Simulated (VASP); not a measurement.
A run of VASP 6.6.1:

The input INCAR:

```
SYSTEM = P2W
PREC = Accurate
ENCUT = 520
EDIFF = 1E-7
ISMEAR = -1
SIGMA = 0.1
LREAL = .FALSE.
LASPH = .TRUE.
NELM = 100
ALGO = Normal
ISIF = 2
LWAVE = .FALSE.
LCHARG = .FALSE.
GGA = PE
NBANDS = 33
```

The input KPOINTS:

```
regular mesh
0
G
  4 3 4
  0 0 0
```

POSCAR

```
P2W
1.0
    4.3176610000     -0.0725440000      0.6129310000
   -0.5419950000      4.7164240000      0.1253210000
   -0.9413910000      0.1480510000      4.2158260000
P W
4 2
Direct
    0.6916821473      0.1292547572      0.4160063139
    0.8764822450      0.5635020220      0.7042577716
    0.4222200119      0.7249668511      0.8090352152
    0.4765020999      0.2324410993      0.9186603860
    0.2713188000      0.4544292235      0.3594481299
    0.9840532746      0.9579744774      0.0498635197
```

Potentials or basis: VASP PAW PBE potentials, release 64 (P, W_sv).

Command:

```sh
$ cat potpaw_PBE.64/P/POTCAR potpaw_PBE.64/W_sv/POTCAR > POTCAR
$ mpirun -np 1 vasp_std > vasp.out
```

Hardware: 1 thread of Intel(R) Xeon(R) 6975P-C (Granite Rapids) (shared host).

Q: How long does it take, and how much memory?

A: Wall time 42 s on 1 thread of Intel(R) Xeon(R) 6975P-C (Granite Rapids), on a shared host, peak memory 0.21 GiB. Counts: scf iterations 16, k points 26.
